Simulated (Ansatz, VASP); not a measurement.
# Cross-check of Ni (Ni(110)) between VASP and Ansatz

One calculation is typed for both programs; each brings its own data sets. How far apart do they land? The cell is taken from a series of runs on this material, whose earlier steps may have relaxed, scaled, displaced or heated it; both programs get it as it stands.

Calculated with Ansatz 0.2.0; plane waves, with VASP 6.6.1 beside it; PBE.

## 1. Set-up

The cell holds 6 atoms: 6 Ni. Its edges and angles: a = 3.520 Å, b = 2.489 Å, c = 24.223 Å, α = 90.0°, β = 90.0°, γ = 90.0°. Vacuum lies along c.

## 2. Ansatz: single point, PBE

Ansatz runs on its default PAW (the set named soft_2) files.

A single point takes one fixed geometry, so differences don't come from the geometry; what else differs is listed under the comparison.

The input, input.yaml:

```yaml
crystal:
  lattice:
    - [3.52, 0.0, 0.0]
    - [0.0, 2.4890158698, 0.0]
    - [0.0, 0.0, 24.2225396744]
  atoms:
    - { symbol: Ni, position: [0.5, 0.5, 0.3715547635], spin: 0.7 }
    - { symbol: Ni, position: [0.0, 0.0, 0.4229328581], spin: 0.7 }
    - { symbol: Ni, position: [0.5, 0.5, 0.4743109527], spin: 0.7 }
    - { symbol: Ni, position: [0.0, 0.0, 0.5256890473], spin: 0.7 }
    - { symbol: Ni, position: [0.5, 0.5, 0.5770671419], spin: 0.7 }
    - { symbol: Ni, position: [0.0, 0.0, 0.6284452365], spin: 0.7 }
magnetization:
  spin_polarized: true
kpoints:
  mp_grid: { grid: [14, 20, 1] }
hamiltonian:
  xc: pbe
scf:
  occupations: { method: fermi_dirac, width: 0.1 }
  convergence: { dr2_threshold: 1.0e-10 }
efield:
  axis: 3
  dipole_correction: true
  ramp_position: 0.97
  ramp_width: 0.06
  amplitude: 0
output:
  forces: true
  write_potential: true
  write_density: true
  volumetric_format: npy
```

Launch:

```sh
$ ansatz run input.yaml --threads 4 --pin off --max-ram 6144MiB --backend cpu --events-out ev --progress --plain --runs-dir out
```

Numbers of over 12 decimals in the logs are rounded to 6 here.

Log:

```text
Engine: ansatz 0.2.0, aarch64-unknown-linux-gnu
Pseudopotentials: kind: paw
Pseudopotential: Ni, paw, valence charge 18, recommended cutoff 420 eV (normal), Ni.paw.azcp
Functional definition: PBE
  parameter kappa = 0.804
  parameter beta = 0.066725
  exchange = pbe_x(kappa = kappa, mu = beta*pi^2/3)
  correlation = pbe_c(beta = beta)
Crystal: 6 atoms, lattice volume = 212.222 Å³
Basis set: ecut = 420 eV, 4127 PW (Γ), exchange–correlation on 48×36×324 points (8 copies of the dense FFT grid, shifted against one another)
Bands: 68, of which v1, the nominal top of the filled ones, is band 54 counted from 1 (53 counted from 0)
Symmetry: 4 space group operations
k-points: 88 of 280
Non-local potential: Ni, projectors of the file, l = 0: 3, l = 1: 2, l = 2: 3, l = 3: 1
PAW form: soft (Blöchl's): semilocal exchange-correlation on the pseudo side does not see the compensation charge
PAW one-centre angular grid: Ni, 590 points (default); XC on 64 Gauss nodes
Initial density: superposition of atomic densities (neutral atoms: chi_scale 0, normalization atom)
Starting moments: Σ|m| = 4.2 μB on 6 of 6 sites
Initial wavefunctions: pseudopotential atomic-orbital guess
Functional: x = pbe(κ = 0.804, μ = 0.219515), c = pbe(β = 0.066725)
SCF iter   1: F=—  HF=-35030.486242 eV  |F-HF|=—  |Δ(HF+E_count)|=         —  Δρ=3.32e-2 (↑2.49e-2 ↓3.32e-2)  dr2=6.77e0  dr2_m=1.27e0  M=5.107 μB ∫|m|=5.353 μB  β_m=1.00  ethr=3.10e-3  p=0.000 e·Å  D=5.27e-13 V/Å  ΔV_dip=-0.00 eV  dr2_dipole=1.35e-9  V_vac-E_F(+/−)=7.04/7.04 eV  ⟨swp⟩=10.6  Hψ=61562  notcnv=0  defer=259
Mixer restart at iter 1: flushing history
efield: sawtooth ramp at fractional position 0.9700 (set: `efield.ramp_position`, or a place that a band, a saddle search or an elastic batch's reference lends), width 0.0600; the density the first Hamiltonian is built on has a dipole p = 0.000 e·Å; the dipole correction subtracts the counter field D = 5.27e-13 V/Å, which shifts the + side's vacuum level by -0.00 eV against the − side's; the planar-averaged density in the ramp window peaks in size at 6.8e-6 e/Å³
preconditioner: auto → LDOS  [metal: Δε(μ)=0.002 eV  Ē_g=7.159 eV  σ=0.100 eV  W_gap=0.00  n_scr=44 (ndim 8)  ℏωp=19.7 eV  f_vac=0.619  D(μ)=11.90/eV (n_scr^D=116)]
spin=Collinear: LDOS preconditioning applied to the charge; magnetization (m = ρ↑ − ρ↓) channel mixes plain (no charge-response kernel on spin).
SCF iter   2: F=—  HF=-35030.882487 eV  |F-HF|=—  |Δ(HF+E_count)|=   3.96e-1  Δρ=1.38e-2 (↑1.25e-2 ↓1.38e-2)  dr2=1.63e0  dr2_m=1.60e-2  M=4.810 μB ∫|m|=5.281 μB  β_m=0.31  ethr=3.10e-3  p=0.001 e·Å  D=4.55e-4 V/Å  ΔV_dip=-0.01 eV  dr2_dipole=1.04e-4  V_vac-E_F(+/−)=5.97/5.99 eV  ⟨swp⟩=2.7  Hψ=20591  notcnv=0  defer=560
density mixer auto → msr1: a metal under ldos (density of states about μ 3.57 of a free-electron gas's, 44 screened modes)
SCF iter   3: F=—  HF=-35033.070314 eV  |F-HF|=—  |Δ(HF+E_count)|=    2.19e0  Δρ=8.96e-3 (↑5.43e-3 ↓8.96e-3)  dr2=3.43e-1  dr2_m=4.84e-2  M=4.707 μB ∫|m|=5.209 μB  β_m=0.45  ethr=1.51e-3  p=0.000 e·Å  D=3.44e-4 V/Å  ΔV_dip=-0.01 eV  dr2_dipole=3.05e-5  V_vac-E_F(+/−)=5.47/5.48 eV  ⟨swp⟩=2.9  Hψ=19562  notcnv=0  defer=539
SCF iter   4: F=—  HF=-35035.115241 eV  |F-HF|=—  |Δ(HF+E_count)|=    2.04e0  Δρ=1.22e-2 (↑4.52e-3 ↓1.22e-2)  dr2=2.87e-1  dr2_m=6.24e-2  M=4.377 μB ∫|m|=4.932 μB  β_m=0.58  ethr=3.18e-4  p=0.000 e·Å  D=1.77e-4 V/Å  ΔV_dip=-0.00 eV  dr2_dipole=5.72e-6  V_vac-E_F(+/−)=4.95/4.95 eV  ⟨swp⟩=2.9  Hψ=19769  notcnv=0  defer=536
SCF iter   5: F=—  HF=-35035.851923 eV  |F-HF|=—  |Δ(HF+E_count)|=   7.37e-1  Δρ=4.06e-3 (↑1.24e-3 ↓4.06e-3)  dr2=4.18e-2  dr2_m=7.71e-3  M=4.177 μB ∫|m|=4.729 μB  β_m=0.76  ethr=2.66e-4  p=0.000 e·Å  D=1.73e-4 V/Å  ΔV_dip=-0.00 eV  dr2_dipole=1.16e-5  V_vac-E_F(+/−)=4.72/4.72 eV  ⟨swp⟩=2.9  Hψ=22742  notcnv=0  defer=532
SCF iter   6: F=—  HF=-35035.918673 eV  |F-HF|=—  |Δ(HF+E_count)|=   6.68e-2  Δρ=4.82e-3 (↑2.22e-3 ↓4.82e-3)  dr2=6.32e-2  dr2_m=4.16e-3  M=4.090 μB ∫|m|=4.657 μB  β_m=0.79  ethr=3.87e-5  p=-0.000 e·Å  D=-1.31e-4 V/Å  ΔV_dip=0.00 eV  dr2_dipole=1.16e-5  V_vac-E_F(+/−)=4.61/4.61 eV  ⟨swp⟩=2.3  Hψ=22953  notcnv=0  defer=554
SCF iter   7: F=—  HF=-35035.916386 eV  |F-HF|=—  |Δ(HF+E_count)|=   2.29e-3  Δρ=1.49e-3 (↑1.28e-3 ↓1.49e-3)  dr2=1.00e-2  dr2_m=7.01e-4  M=4.072 μB ∫|m|=4.645 μB  β_m=0.66  ethr=3.87e-5  p=0.000 e·Å  D=8.90e-5 V/Å  ΔV_dip=-0.00 eV  dr2_dipole=1.59e-7  V_vac-E_F(+/−)=4.44/4.44 eV  ⟨swp⟩=2.1  Hψ=20654  notcnv=0  defer=565
SCF iter   8: F=—  HF=-35035.917182 eV  |F-HF|=—  |Δ(HF+E_count)|=   7.97e-4  Δρ=2.80e-4 (↑2.30e-4 ↓2.80e-4)  dr2=9.45e-5  dr2_m=9.41e-5  M=4.081 μB ∫|m|=4.652 μB  β_m=0.80  ethr=9.26e-6  p=-0.000 e·Å  D=-2.58e-5 V/Å  ΔV_dip=0.00 eV  dr2_dipole=7.80e-9  V_vac-E_F(+/−)=4.47/4.47 eV  ⟨swp⟩=2.0  Hψ=18462  notcnv=0  defer=555
[...]
SCF iter  17: F=—  HF=-35035.917411 eV  |F-HF|=—  |Δ(HF+E_count)|=  5.75e-10  Δρ=4.83e-7 (↑3.21e-7 ↓4.83e-7)  dr2=4.82e-10  dr2_m=1.23e-10  M=4.085 μB ∫|m|=4.659 μB  β_m=0.80  ethr=3.47e-12  p=-0.000 e·Å  D=-9.52e-8 V/Å  ΔV_dip=0.00 eV  dr2_dipole=1.35e-11  V_vac-E_F(+/−)=4.47/4.47 eV  ⟨swp⟩=2.0  Hψ=17206  notcnv=0  defer=555
SCF iter  18: F=—  HF=-35035.917411 eV  |F-HF|=—  |Δ(HF+E_count)|=  7.49e-10  Δρ=2.42e-7 (↑1.08e-7 ↓2.42e-7)  dr2=1.33e-10  dr2_m=1.80e-11  M=4.085 μB ∫|m|=4.659 μB  β_m=0.82  ethr=1.00e-12  p=-0.000 e·Å  D=-1.15e-7 V/Å  ΔV_dip=0.00 eV  dr2_dipole=4.57e-13  V_vac-E_F(+/−)=4.47/4.47 eV  ⟨swp⟩=2.0  Hψ=16879  notcnv=0  defer=555
SCF iter  19: F=—  HF=-35035.917411 eV  |F-HF|=—  |Δ(HF+E_count)|=  6.55e-11  Δρ=1.66e-7 (↑9.43e-8 ↓1.66e-7)  dr2=7.73e-11  dr2_m=5.67e-12  M=4.085 μB ∫|m|=4.659 μB  β_m=0.73  ethr=1.00e-12  p=0.000 e·Å  D=6.94e-8 V/Å  ΔV_dip=-0.00 eV  dr2_dipole=9.09e-13  V_vac-E_F(+/−)=4.47/4.47 eV  ⟨swp⟩=1.0  Hψ=12083  notcnv=0  defer=555
iter 20 met the thresholds in force, and the SCF goes on: an eigenvalue changes by 0.06 meV, over its tolerance of 0.05 meV (output.eigenvalues, Limitations)
SCF iter  20: F=-35035.917411 eV  HF=-35035.917411 eV  |F-HF|=3.64e-11  |Δ(HF+E_count)|=  2.11e-10  Δρ=6.88e-8 (↑3.87e-8 ↓6.88e-8)  dr2=3.34e-11  dr2_m=1.72e-12  M=4.085 μB ∫|m|=4.659 μB  β_m=0.67  ethr=1.00e-12  p=-0.000 e·Å  D=-8.89e-9 V/Å  ΔV_dip=0.00 eV  dr2_dipole=8.73e-12  V_vac-E_F(+/−)=4.47/4.47 eV  ⟨swp⟩=16.1  Hψ=77703  notcnv=0
SCF iter  21: F=-35035.917411 eV  HF=-35035.917411 eV  |F-HF|=2.91e-10  |Δ(HF+E_count)|=  8.00e-11  Δρ=3.37e-8 (↑1.35e-8 ↓3.37e-8)  dr2=5.06e-12  dr2_m=4.94e-13  M=4.085 μB ∫|m|=4.659 μB  ethr=1.00e-12  p=0.000 e·Å  D=2.50e-10 V/Å  ΔV_dip=-0.00 eV  dr2_dipole=8.41e-13  V_vac-E_F(+/−)=4.47/4.47 eV  ⟨swp⟩=5.9  Hψ=54118  notcnv=0
SCF 1 converged in 21 iterations: F = -35035.917411 eV  dr2 = 5.06e-12
  greatest PAW one-centre occupation: 1.001 electrons in one spin orbital (limit 2), on the Ni atom at site 0 (counted from 0), in its partial waves of l = 1
WARN: The output density's exchange-correlation potential varies sharply where the density is thin. Do not read a vacuum level from v_tot or v_xc, or from such a field of the output density. On a cell that repeats whose density bears no net charge and no dipole along the vacuum's axis use v_es (v_loc + v_h of the components); under efield.dipole_correction with no amplitude use v_es + v_field, which holds any externa [...]
SCF converged after 21 iterations
an eigenvalue changed by more than its tolerance at an iteration that met the thresholds in force, so the SCF went on 1 time: the last check found none over its tolerance
Magnetization: 4.0855 μB (56.0427 up, 51.9573 down)
Absolute magnetization: 4.6631 μB (∫|ρ↑−ρ↓|, with the PAW one-centre terms)
Spin contamination: 0.0565 ħ² per cell (⟨S²⟩ above its minimum at these occupations)
Per-site moments (μB) at R_I (Å): [(0.799600, 1.026719), (0.683847, 1.026719), (0.671328, 1.026719), (0.671328, 1.026719), (0.683847, 1.026719), (0.799600, 1.026719)]
Free energy (F): -35035.917411 eV
Harris-Foulkes:  -35035.917411 eV  (|F-HF|=2.91e-10)
Internal energy: -35035.550869 eV  (E = F + TS)
E sigma→0 (E₀):  -35035.734140 eV
Entropy (-TS):   -0.366543 eV (-61.090 meV/atom)
Fermi energy:    2.551538 eV
Dipole field:    D = 0.000001 V/Å  (p = 0.000001 e·Å, saw-weighted, corrected)
Work function:   Φ+ = 4.4652 eV   Φ− = 4.4652 eV
Levels:          The Fermi level and band energies are counted from a zero that moves with the ramp; work functions are not
--- Per-component energies (eV) ---
  E_band       = -3372.376265
  E_kinetic    = 1688.110595
  E_local      = -255204.572848  (includes V_loc(G=0)·N_el)
  E_nonlocal   = 3826.336596
  E_hartree    = 125067.749577
  E_xc         = -502.694875
  E_vxc        = -647.674216  (∫ρ·V_xc dr)
  E_paw        = -9788.591992  (= ΣΔE_a)
  E_vpaw       = -3170.078500  (= ΣTr[D̂ρ^β])
  E_aug_tail   = 0.003193  (compensation charges beyond the density's cutoff)
  E_efield     = 0.000000  (sawtooth field / dipole correction)
  E_vefield    = 0.000000  (∫n·V_field dr)
  E_ewald      = 99878.108887
  E_smearing   = -0.366543  (= −TS)
  E_closure    = -0.000000  (closes the sum)
  Σ components = -35035.917411   (vs F -35035.917411, Δ=0.00e0)
--- Forces (eV/Å), atoms counted from 1 ---
  atom   1  Ni     0.00000000     0.00000000     0.62415006
  atom   2  Ni     0.00000000     0.00000000    -0.42558536
  atom   3  Ni     0.00000000     0.00000000    -0.25270672
  atom   4  Ni     0.00000000     0.00000000     0.25270570
  atom   5  Ni     0.00000000     0.00000000     0.42558551
  atom   6  Ni     0.00000000     0.00000000    -0.62414986
  max |Σ_I F_I| component: 6.63e-7 eV/Å
--- Band table (eV; the first three rows and the last of 176) ---
  k-point 0 ↑: bands = [... 50 lower, 1.5512, 1.6707, 1.6895, 1.7932, 1.8700, 1.9276, 2.0457, 2.7436, ... 10 higher]
  k-point 1 ↑: bands = [... 50 lower, 1.5821, 1.6804, 1.6960, 1.7141, 1.9086, 1.9396, 1.9947, 2.7864, ... 10 higher]
  k-point 2 ↑: bands = [... 50 lower, 1.6139, 1.6355, 1.6664, 1.7249, 1.8790, 1.9084, 2.0087, 2.9151, ... 10 higher]
  k-point 87 ↓: bands = [... 50 lower, 2.7864, 2.7864, 2.8883, 2.8883, 3.5849, 3.5849, 5.8905, 5.8905, ... 10 higher]
```

[end of part 1 of 2]

[Lines on the potential files, build, host, timing and source positions are cut from VASP's logs without a mark.]

[Logs are printed without paths, hosts, clocks, repeated set-up lines and the standing remarks that a program may print on its own settings, such as how far it seeks lower states.]

[Hosts, paths, dates, database ids (printed as entryN), source tags and the programs' standing remarks are cut or masked in the printed files.]
